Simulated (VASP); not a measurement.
NbP:

```
CELL_PARAMETERS angstrom
-1.67492 1.67492 5.74011
1.67492 -1.67492 5.74011
1.67492 1.67492 -5.74011
ATOMIC_POSITIONS crystal
Nb 0.74988 0.74988 0.00000
Nb 0.49988 0.99988 0.50000
P 0.33275 0.33275 0.00000
P 0.08275 0.58275 0.50000
```

The cell is a database's computed one.

| Quantity | Value |
| --- | --- |
| Program | VASP 6.6.1 |
| Task | relaxation of cell and atoms |
| Functional | LDA |
| Potentials or basis | VASP PAW LDA potentials, release 64 (Nb_sv, P) |
| Cutoff | 350 eV |
| k mesh | 10 × 10 × 10 |
| Occupations | gaussian, width 0.1 eV |
| Spin | no spin polarisation |

At the start: pressure -9.7 GPa; volume 16.10 Å³/atom.

Problem. Where does the relaxation end?

Solution. Over 13 steps the energy falls by 25.6 meV/atom and the volume is 15.29 Å³/atom (-5.0 %); space group I4_1md (No. 109, to 0.05 Å).

Step by step:
| step | energy change (eV) | largest force (eV/Å) | pressure (GPa) | volume (Å³) |
| --- | --- | --- | --- | --- |
| 1 | 0.0000 | 0.0116 | -9.75 | 64.41 |
| 2 | 0.2924 | 0.0300 | 24.68 | 55.70 |
| 3 | -0.1009 | 0.0192 | -0.35 | 61.33 |
| 4 | -0.1010 | 0.0194 | -0.05 | 61.24 |
| 5 | -0.1010 | 0.0196 | 0.17 | 61.18 |
| 6 | -0.1022 | 0.0382 | 0.19 | 61.14 |
| 7 | -0.1023 | 0.0458 | 0.20 | 61.12 |
| 8 | -0.1024 | 0.0069 | -0.36 | 61.27 |
| 9 | -0.1025 | 0.0144 | -0.13 | 61.21 |
| 10 | -0.1025 | 0.0119 | 0.09 | 61.15 |
| 11 | -0.1025 | 0.0002 | -0.01 | 61.18 |
| 12 | -0.1025 | 0.0007 | -0.01 | 61.18 |
| 13 | -0.1025 | 0.0011 | 0.00 | 61.17 |

Final structure:
```
CELL_PARAMETERS angstrom
-1.65047 1.65047 5.61385
1.65047 -1.65047 5.61385
1.65047 1.65047 -5.61385
ATOMIC_POSITIONS crystal
Nb 0.75017 0.75017 0.00000
Nb 0.50017 0.00017 0.50000
P 0.33246 0.33246 0.00000
P 0.08246 0.58246 0.50000
```

Caveat: the cutoff is under 1.25 times the usual one of these potentials, so pressure, stress and relaxed cells hold a basis-set (Pulay) error.
